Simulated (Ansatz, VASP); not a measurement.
## Two plane-wave programs on NbTe

```
CELL_PARAMETERS angstrom
3.40271 0.00000 0.00000
0.00000 3.40271 0.00000
0.00000 0.00000 3.40271
ATOMIC_POSITIONS crystal
Nb 0.50000 0.50000 0.50000
Te 0.00000 0.00000 0.00000
```

The cell was built by a generator and needn't be a form met in nature.

Alike in both runs: task single point; functional PBE; k mesh 8 × 8 × 8; occupations fermi-dirac, width 0.05 eV; no spin polarisation.

|  | VASP | Ansatz |
| --- | --- | --- |
| version | VASP 6.6.1 | Ansatz 0.2.0 |
| potentials or method | VASP PAW PBE potentials, release 64 (Nb_sv, Te) | Ansatz PAW |
| plane-wave cutoff (eV) | 520 | 420 |
| valence electrons in the cell | 19 | 29 |

```csv
,VASP,Ansatz,Ansatz less VASP
gap on the k mesh at the Fermi level (eV),none,none,-
pressure (GPa),2.6,2.8,+0.23
```

A gap of «none» marks a metal or a gap that the smearing closes. The two sets of potentials don't hold the same shells in valence.

Spin-orbit coupling is left out, which matters for the levels of Te.
